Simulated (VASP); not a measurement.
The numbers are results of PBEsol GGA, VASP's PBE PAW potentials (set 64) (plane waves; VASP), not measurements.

Input for VASP

### POSCAR
```
TePb2Se
7.2313390
  0.3064878611   0.1769508770   1.0000000211
 -0.3064878611   0.1769508770   1.0000000211
  0.0000000000  -0.3539017540   1.0000000211
Te Pb Se
1 2 1
Direct
  0.5000000000   0.5000000000   0.5000000000
  0.7446750425   0.7446750425   0.7446750425
  0.2553249575   0.2553249575   0.2553249575
  0.0000000000   1.0000000000   0.0000000000
```

KPOINTS:
```
k-points along high-symmetry lines
12
Line-mode
Reciprocal
  0.000000   0.000000   0.000000 ! GAMMA
  0.500000   0.500000   0.500000 ! T

  0.500000   0.500000   0.500000 ! T
  0.812477   0.187523   0.500000 ! H_2

  0.500000  -0.187523   0.187523 ! H_0
  0.500000   0.000000   0.000000 ! L

  0.500000   0.000000   0.000000 ! L
  0.000000   0.000000   0.000000 ! GAMMA

  0.000000   0.000000   0.000000 ! GAMMA
  0.343761  -0.343761   0.000000 ! S_0

  0.656239   0.000000   0.343761 ! S_2
  0.500000   0.000000   0.500000 ! F

  0.500000   0.000000   0.500000 ! F
  0.000000   0.000000   0.000000 ! GAMMA
```

INCAR:
```
ALGO  =  Normal
EDIFF  =  1E-7
ENCUT  =  400
GGA  =  PS
ICHARG  =  11
ISMEAR  =  0
LASPH  =  .TRUE.
LCHARG  =  .FALSE.
LMAXMIX  =  4
LORBIT  =  11
LREAL  =  .FALSE.
LWAVE  =  .FALSE.
NELM  =  100
PREC  =  Accurate
SIGMA  =  0.05
SYSTEM  =  TePb2Se
```

POTCAR, in this order: Te Pb_d Se (PBE.64 set). Program: vasp_std. Read from the step before: CHGCAR.

The resulting files:

OUTCAR:
```
 ion  position               nearest neighbor table
   1  0.500  0.500  0.500-   3 3.20   3 3.20   2 3.20   2 3.20   3 3.20   2 3.20
   2  0.745  0.745  0.745-   4 3.07   4 3.07   4 3.07   1 3.20   1 3.20   1 3.20
   3  0.255  0.255  0.255-   4 3.07   4 3.07   4 3.07   1 3.20   1 3.20   1 3.20
   4  0.000  0.000  0.000-   2 3.07   2 3.07   3 3.07   3 3.07   2 3.07   3 3.07
  LATTYP: Found a trigonal (rhomboedric) cell.
 ALAT       =     7.6708333876
 COS(alpha) =     0.8330413239
 Subroutine PRICEL returns:
 Original cell was already a primitive cell.
 Subroutine GETGRP returns: Found 12 space group operations
The static configuration has the point symmetry D_3d.
The dynamic configuration has the point symmetry D_3d.
 Subroutine INISYM returns: Found 12 space group operations
   k-points           NKPTS =     84   k-points in BZ     NKDIM =     84   number of bands    NBANDS=     24
   number of dos      NEDOS =    301   number of ions     NIONS =      4
   total plane-waves  NPLWV = 125000
   dimension x,y,z NGX =    50 NGY =   50 NGZ =   50
   dimension x,y,z NGXF=   100 NGYF=  100 NGZF=  100
   ions per type =               1   2   1
   PREC   = accura    normal or accurate (medium, high low for compatibility)
   ISTART =      0    job   : 0-new  1-cont  2-samecut
   ICHARG =     11    charge: 1-file 2-atom 10-const
   ISPIN  =      1    spin polarized calculation?
   LNONCOLLINEAR =      F non collinear calculations
   LSORBIT =      F    spin-orbit coupling
   INIWAV =      1    electr: 0-lowe 1-rand  2-diag
   ENCUT  =  400.0 eV  29.40 Ry    5.42 a.u.  12.51 12.51 12.51*2*pi/ulx,y,z
   NELM   =    100;   NELMIN=  2; NELMDL= -5     # of ELM steps
   EDIFF  = 0.1E-06   stopping-criterion for ELM
   LREAL  =      F    real-space projection
   NLSPLINE    = F    spline interpolate recip. space projectors
   LMAXMIX     =    4 max onsite mixed and CHGCAR
   VOSKOWN=      0    Vosko Wilk Nusair interpolation
   EDIFFG = 0.1E-05   stopping-criterion for IOM
   NSW    =      0    number of steps for IOM
   NBLOCK =      1;   KBLOCK =      1    inner block; outer block
   IBRION =     -1    ionic relax: 0-MD 1-quasi-New 2-CG
   NFREE  =      0    steps in history (QN), initial steepest desc. (CG)
   ISIF   =      2    stress and relaxation
   ISYM   =      2    0-nonsym 1-usesym 2-fastsym
   TEIN   =    0.0    initial temperature
   TEBEG  =    0.0;   TEEND  =   0.0 temperature during run
   SMASS  =  -3.00    Nose mass-parameter (am)
   PSTRESS=    0.0 pullay stress
   NELECT =      40.0000    total number of electrons
   EFERMI =   0.00;   METHOD = LEGACY
   ISMEAR =     0;   SIGMA  =   0.05  broadening in eV -4-tet -1-fermi 0-gaus
   IALGO  =     38    algorithm
   LDIAG  =      T    sub-space diagonalisation (order eigenvalues)
   IMIX   =      4    mixing-type and parameters
     AMIX     =   0.40;   BMIX     =  1.00
     AMIX_MAG =   1.60;   BMIX_MAG =  1.00
     AMIN     =   0.10
   GGA     = PS    functional components
   VOSKOWN =     0    Vosko Wilk Nusair interpolation
   LHFCALC =     F    Hartree Fock is set to
   LHFONE  =     F    Hartree Fock one center treatment
   AEXX    =    0.0000 exact exchange contribution
   IVDW    =     0    specifies the selected vdW correction
   LEPSILON=     F    determine dielectric tensor
   LRPA    =     F    only Hartree local field effects (RPA)
  energy-cutoff  :      400.00
  volume of cell :      123.05
      direct lattice vectors                 reciprocal lattice vectors
     2.216317623  1.279591778  7.231339152     0.225599433  0.130249873  0.046095658
    -2.216317623  1.279591778  7.231339152    -0.225599433  0.130249873  0.046095658
     0.000000000 -2.559183556  7.231339152     0.000000000 -0.260499746  0.046095658
 k-point     1 :   0.0000 0.0000 0.0000  plane waves:    2243
 k-point     2 :   0.0455 0.0455 0.0455  plane waves:    2240
 k-point     3 :   0.0909 0.0909 0.0909  plane waves:    2234
 k-point     4 :   0.1364 0.1364 0.1364  plane waves:    2222
 k-point     5 :   0.1818 0.1818 0.1818  plane waves:    2231
 k-point     6 :   0.2273 0.2273 0.2273  plane waves:    2250
 k-point     7 :   0.2727 0.2727 0.2727  plane waves:    2256
...
```

File OSZICAR:
```
       N       E                     dE             d eps       ncg     rms          rms(c)
DAV:   1     0.354905157233E+03    0.35491E+03   -0.16411E+04  4032   0.142E+03
DAV:   2     0.203287533011E+02   -0.33458E+03   -0.33060E+03  4200   0.394E+02
DAV:   3    -0.136629062411E+02   -0.33992E+02   -0.33051E+02  5264   0.141E+02
DAV:   4    -0.148374889259E+02   -0.11746E+01   -0.11738E+01  4552   0.318E+01
DAV:   5    -0.148834567901E+02   -0.45968E-01   -0.45960E-01  5664   0.552E+00
DAV:   6    -0.148846674772E+02   -0.12107E-02   -0.12107E-02  5408   0.937E-01
DAV:   7    -0.148846799928E+02   -0.12516E-04   -0.12515E-04  5656   0.895E-02
DAV:   8    -0.148846802783E+02   -0.28545E-06   -0.28535E-06  5416   0.137E-02
DAV:   9    -0.148846802826E+02   -0.43169E-08   -0.42391E-08  3984   0.166E-03
   1 F= -.14884680E+02 E0= -.14884680E+02  d E =-.899930E-10
```

**OUTCAR**
```
 val. band max:        5.3704727619   @ k =   0.0000   0.0000   0.0000

 cond. band min:       5.7826517710   @ k =   0.5000   0.0000   0.5000



 k-point     1 :       0.0000    0.0000    0.0000
  band No.  band energies     occupation
      1     -11.3508      2.00000
      2     -11.3508      2.00000
      3     -11.3300      2.00000
      4     -11.3300      2.00000
      5     -11.3248      2.00000
      6     -11.3248      2.00000
      7     -11.3235      2.00000
      8     -11.3225      2.00000
      9     -11.2965      2.00000
     10     -11.2965      2.00000
     11      -7.8304      2.00000
     12      -5.9670      2.00000
     13      -3.3804      2.00000
     14      -0.5954      2.00000
     15       3.5230      2.00000
     16       3.5230      2.00000
     17       3.7481      2.00000
     18       4.4381      2.00000
     19       4.4381      2.00000
     20       5.3705      2.00000
     21       5.8460      0.00000
     22       6.7761      0.00000
     23       6.7761      0.00000
     24       9.7517      0.00000

 k-point     2 :       0.0455    0.0455    0.0455
  band No.  band energies     occupation
      1     -11.3507      2.00000
      2     -11.3507      2.00000
      3     -11.3300      2.00000
      4     -11.3300      2.00000
      5     -11.3248      2.00000
      6     -11.3248      2.00000
      7     -11.3236      2.00000
      8     -11.3224      2.00000
      9     -11.2966      2.00000
     10     -11.2966      2.00000
     11      -7.8281      2.00000
     12      -5.9761      2.00000
     13      -3.3640      2.00000
     14      -0.6094      2.00000
     15       3.5233      2.00000
     16       3.5233      2.00000
     17       3.7568      2.00000
     18       4.4350      2.00000
     19       4.4350      2.00000
     20       5.3433      2.00000
     21       5.8805      0.00000
     22       6.7883      0.00000
     23       6.7883      0.00000
     24       9.7246      0.00000

...
```

The density is held fixed in this step, so its total energy and stress have no physical meaning. Unless said otherwise, spin-orbit coupling is left out, though it shifts the bands of the heavy elements here.

The structure comes from a computed database's TePb2Se entry (R-3m); how it stands against other phases isn't given here. It was relaxed first.
